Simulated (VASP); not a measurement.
All values below come from optB86b-vdW, VASP's PBE PAW potentials (set 64) (plane waves; VASP 6.6.1).

The input files of a VASP run:

**KPOINTS**
```
k-points along high-symmetry lines
15
Line-mode
Reciprocal
  0.000000   0.000000   0.000000 ! GAMMA
  0.500000   0.000000   0.500000 ! X

  0.500000   0.000000   0.500000 ! X
  0.625000   0.250000   0.625000 ! U

  0.375000   0.375000   0.750000 ! K
  0.000000   0.000000   0.000000 ! GAMMA

  0.000000   0.000000   0.000000 ! GAMMA
  0.500000   0.500000   0.500000 ! L

  0.500000   0.500000   0.500000 ! L
  0.500000   0.250000   0.750000 ! W

  0.500000   0.250000   0.750000 ! W
  0.500000   0.000000   0.500000 ! X
```

File POSCAR:
```
KCl
1
   -0.0000000000     3.1272253484     3.1272253484
    3.1272253484    -0.0000000000     3.1272253484
    3.1272253484     3.1272253484    -0.0000000000
K Cl
1 1
Direct
  0.0000000000   0.0000000000   0.0000000000
  0.5000000000   0.5000000000   0.5000000000
```

**INCAR**
```
SYSTEM=KCl
PREC=Accurate; ENCUT=520; LREAL=F
LASPH=T; ICHARG=11
EDIFF=1E-7; NELM=100; ALGO=Normal
ISMEAR=0; SIGMA=0.05
GGA=MK; LUSE_VDW=T; AGGAC=0.0
PARAM1=0.1234; PARAM2=1.0
LWAVE=F; LCHARG=F; LORBIT=11
```

POTCAR, in this order: K_sv Cl (PBE.64 set). Program: vasp_std. Read from the step before: CHGCAR.

Output

OSZICAR:
```
       N       E                     dE             d eps       ncg     rms          rms(c)
DAV:   1     0.110510736277E+03    0.11051E+03   -0.74047E+03  2160   0.120E+03
DAV:   2     0.441854916971E+01   -0.10609E+03   -0.97504E+02  2640   0.277E+02
DAV:   3    -0.238707085774E+01   -0.68056E+01   -0.67615E+01  2784   0.648E+01
DAV:   4    -0.266683498593E+01   -0.27976E+00   -0.27950E+00  3824   0.118E+01
DAV:   5    -0.266835066170E+01   -0.15157E-02   -0.15156E-02  2772   0.914E-01
DAV:   6    -0.266840379061E+01   -0.53129E-04   -0.53128E-04  3212   0.115E-01
DAV:   7    -0.266840434209E+01   -0.55148E-06   -0.55145E-06  3040   0.156E-02
DAV:   8    -0.266840435626E+01   -0.14162E-07   -0.14147E-07  2668   0.203E-03
   1 F= -.26684044E+01 E0= -.26684044E+01  d E =-.359718E-14
```

OUTCAR:
```
 val. band max:       -1.8499711573   @ k =   0.0000   0.0000   0.0000

 cond. band min:       3.3301206720   @ k =   0.0000   0.0000   0.0000



 k-point     1 :       0.0000    0.0000    0.0000
  band No.  band energies     occupation
      1     -28.9142      2.00000
      2     -13.9571      2.00000
      3     -12.4341      2.00000
      4     -12.4341      2.00000
      5     -12.4341      2.00000
      6      -1.8500      2.00000
      7      -1.8500      2.00000
      8      -1.8500      2.00000
      9       3.3301      0.00000
     10       6.4758      0.00000
     11       6.4758      0.00000
     12       6.4758      0.00000

 k-point     2 :       0.0357    0.0000    0.0357
  band No.  band energies     occupation
      1     -28.9140      2.00000
      2     -13.9609      2.00000
      3     -12.4349      2.00000
      4     -12.4349      2.00000
      5     -12.4283      2.00000
      6      -1.8781      2.00000
      7      -1.8539      2.00000
      8      -1.8539      2.00000
      9       3.3742      0.00000
     10       6.4350      0.00000
     11       6.5103      0.00000
     12       6.5103      0.00000

 k-point     3 :       0.0714    0.0000    0.0714
  band No.  band energies     occupation
      1     -28.9134      2.00000
      2     -13.9709      2.00000
      3     -12.4371      2.00000
      4     -12.4371      2.00000
      5     -12.4125      2.00000
      6      -1.9561      2.00000
      7      -1.8654      2.00000
      8      -1.8654      2.00000
      9       3.5005      0.00000
     10       6.3206      0.00000
     11       6.6129      0.00000
     12       6.6129      0.00000

 k-point     4 :       0.1071    0.0000    0.1071
  band No.  band energies     occupation
      1     -28.9124      2.00000
      2     -13.9846      2.00000
      3     -12.4407      2.00000
      4     -12.4407      2.00000
      5     -12.3907      2.00000
      6      -2.0687      2.00000
      7      -1.8832      2.00000
...
```

The density is held fixed in this step, so its total energy and stress have no physical meaning.

The compound is KCl in the rock salt structure. It was relaxed first.
